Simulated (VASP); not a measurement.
The input files of a VASP run:

INCAR:
```
SYSTEM = K
PREC = Accurate
ENCUT = 400
EDIFF = 1E-6
NELM = 100
ALGO = Normal
LREAL = .FALSE.
LASPH = .TRUE.
ISMEAR = 1
SIGMA = 0.1
GGA = PE
LWAVE = .FALSE.
LCHARG = .FALSE.
ISIF = 2
ISPIN = 2
MAGMOM = 1.0 1.0
```

File KPOINTS:
```
Automatic mesh
0
Gamma
7 7 7
0 0 0
```

### POSCAR
```
K
1
   -2.6928000000     2.6928000000     2.6928000000
    2.6928000000    -2.6928000000     2.6928000000
    2.6928000000     2.6928000000    -2.6928000000
K
1
Direct
  0.0000000000   0.0000000000   0.0000000000
```

POTCAR, in this order: K_sv (PBE.64 set). Program: vasp_std.

Problem. One choice in this input is risky. Which, and does it do harm here?

Solution. The risk: MAGMOM holds more values than there are atoms. Here it does no harm: the run (PBE GGA, plane waves, VASP's PBE PAW potentials (set 64)) converges to the same energy and pressure as with the safe setting.
File OSZICAR:
```
       N       E                     dE             d eps       ncg     rms          rms(c)
DAV:   1     0.372473622370E+02    0.37247E+02   -0.34168E+03   720   0.662E+02
DAV:   2     0.400236783152E+00   -0.36847E+02   -0.36552E+02   750   0.177E+02
DAV:   3    -0.795948449261E+00   -0.11962E+01   -0.11944E+01  1107   0.267E+01
DAV:   4    -0.834653641762E+00   -0.38705E-01   -0.38697E-01  1035   0.376E+00
DAV:   5    -0.835226511409E+00   -0.57287E-03   -0.57280E-03  1199   0.327E-01    0.465E+00
DAV:   6    -0.101869945790E+01   -0.18347E+00   -0.17996E-01   834   0.297E+00    0.208E+00
DAV:   7    -0.104423313516E+01   -0.25534E-01   -0.53538E-02   759   0.159E+00    0.105E+00
DAV:   8    -0.104523094914E+01   -0.99781E-03   -0.34636E-03   975   0.280E-01    0.519E-01
DAV:   9    -0.104542500654E+01   -0.19406E-03   -0.17217E-03   862   0.259E-01    0.792E-02
DAV:  10    -0.104560561772E+01   -0.18061E-03   -0.54875E-04   795   0.153E-01    0.243E-02
DAV:  11    -0.104561522620E+01   -0.96085E-05   -0.73253E-05   958   0.686E-02    0.136E-02
DAV:  12    -0.104562511420E+01   -0.98880E-05   -0.18889E-05   840   0.351E-02    0.538E-03
DAV:  13    -0.104562541854E+01   -0.30434E-06   -0.23000E-06  1089   0.927E-03
   1 F= -.10456254E+01 E0= -.10454779E+01  d E =-.442443E-03  mag=    -0.0000
```

The compound is K in the bcc structure. The cell was not relaxed at this level.
